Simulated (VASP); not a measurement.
These are PBE GGA, VASP's PBE PAW potentials (set 64) (plane waves; VASP 6.6.1) values and carry that method's errors.

VASP input:

POSCAR:
```
Ni3Al
3.64140
  1.0000000000   0.0000000000   0.0000000000
  0.0000000000   1.0000000000   0.0000000000
  0.0000000000   0.0000000000   1.0000000000
Al Ni
1 3
Direct
  0.0000000000   0.0000000000   0.0000000000
  0.0000000000   0.5000000000   0.5000000000
  0.5000000000   0.0000000000   0.5000000000
  0.5000000000   0.5000000000   0.0000000000
```

**INCAR**
```
SYSTEM = Ni3Al
PREC = Accurate
ENCUT = 520
EDIFF = 1E-6
NELM = 100
ALGO = Normal
LREAL = .FALSE.
LASPH = .TRUE.
ISMEAR = 1
SIGMA = 0.1
GGA = PE
LMAXMIX = 4
ISPIN = 2
MAGMOM = 0.0 0.5 0.5 0.5
LORBIT = 10
LWAVE = .FALSE.
LCHARG = .FALSE.
ISIF = 2
```

### KPOINTS
```
Automatic mesh
0
gamma
 8 8 8
0 0 0
```

POTCAR, in this order: Al Ni_pv (PBE.64 set). Program: vasp_std.

Predict the energy per atom (σ→0), cell moment, pressure, band gap (on the k-mesh).

The energy per atom (σ→0) is -5.465 eV/atom, the cell moment is 0.80 μB and the band gap (on the k-mesh) comes out as none (metal, semimetal or under 0.01 eV). The pressure is -113.6 kbar.

OSZICAR:
```
...
DAV:   8    -0.218785796591E+02   -0.14659E-01   -0.42952E-01  4603   0.541E+00    0.150E+00
DAV:   9    -0.218581200033E+02    0.20460E-01   -0.66546E-02  5135   0.254E+00    0.834E-01
DAV:  10    -0.218602849527E+02   -0.21649E-02   -0.27497E-03  4632   0.642E-01    0.332E-01
DAV:  11    -0.218605416935E+02   -0.25674E-03   -0.21173E-03  5097   0.533E-01    0.116E-01
DAV:  12    -0.218605574127E+02   -0.15719E-04   -0.10006E-04  5174   0.116E-01    0.589E-02
DAV:  13    -0.218605588186E+02   -0.14060E-05   -0.14160E-05  4860   0.383E-02    0.226E-02
DAV:  14    -0.218605582281E+02    0.59050E-06   -0.11952E-06  2922   0.132E-02
   1 F= -.21860558E+02 E0= -.21860479E+02  d E =-.236769E-03  mag=     0.7976
```

The compound is Ni3Al in the L1_2 structure. The cell was not relaxed at this level. The run is one of a series of settings (ENCUT = 520, POTCAR Al Ni_pv (PBE.64 set) against the base run), some of them coarse on purpose.
